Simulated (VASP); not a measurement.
Given:

```
FePt
1.0
    2.72000     0.00000     0.00000
    0.00000     2.72000     0.00000
    0.00000     0.00000     3.71000
Fe Pt
1 1
Direct
  0.00000   0.00000   0.00000
  0.50000   0.50000   0.50000
```
Starting moments (μB, in the order of the record's atoms Fe Pt): 3.0 0.0.

All values below come from revTPSS meta-GGA, VASP's PBE PAW potentials (set 64) (plane waves; VASP). Run with 520 eV cut-off, 12×12×9 Γ-centred mesh, first-order Methfessel-Paxton smearing of 0.10 eV, potentials Fe Pt.

Problem. The ions, cell shape and volume are relaxed. Give the cell that the relaxation ends in.

Solution. 
```
FePt
1.0
    2.69584     0.00000     0.00000
    0.00000     2.69584     0.00000
    0.00000     0.00000     3.71449
Fe Pt
1 1
Direct
  0.00000   0.00000   0.00000
  0.50000   0.50000   0.50000
```
Space group P4/mmm (123), at a tolerance of 0.03 Å. The cell ends with 3.31 μB, on the sites 2.94 0.31 μB.

Problem. How do energy and volume change from the first to the last step?

Solution. The energy (σ→0) changes by -2.8 meV/atom and the volume by -1.6 %, in 6 ionic steps.

```json
[
 {"step": "1", "E(σ→0) (eV)": "28.2912", "max force (eV/Å)": "0.000", "pressure (GPa)": "-3.59", "volume (Å³)": "27.45"},
 {"step": "2", "E(σ→0) (eV)": "28.3015", "max force (eV/Å)": "0.000", "pressure (GPa)": "6.90", "volume (Å³)": "26.25"},
 {"step": "3", "E(σ→0) (eV)": "28.2861", "max force (eV/Å)": "0.000", "pressure (GPa)": "0.07", "volume (Å³)": "27.00"},
 {"step": "4", "E(σ→0) (eV)": "28.2861", "max force (eV/Å)": "0.000", "pressure (GPa)": "0.11", "volume (Å³)": "26.99"},
 {"step": "5", "E(σ→0) (eV)": "28.2857", "max force (eV/Å)": "0.000", "pressure (GPa)": "0.06", "volume (Å³)": "26.99"},
 {"step": "6", "E(σ→0) (eV)": "28.2856", "max force (eV/Å)": "0.000", "pressure (GPa)": "0.00", "volume (Å³)": "27.00"}
]
```

The compound is FePt in the L1_0 structure. This run relaxes it. Symmetry was kept, so distortions that lower it aren't found.
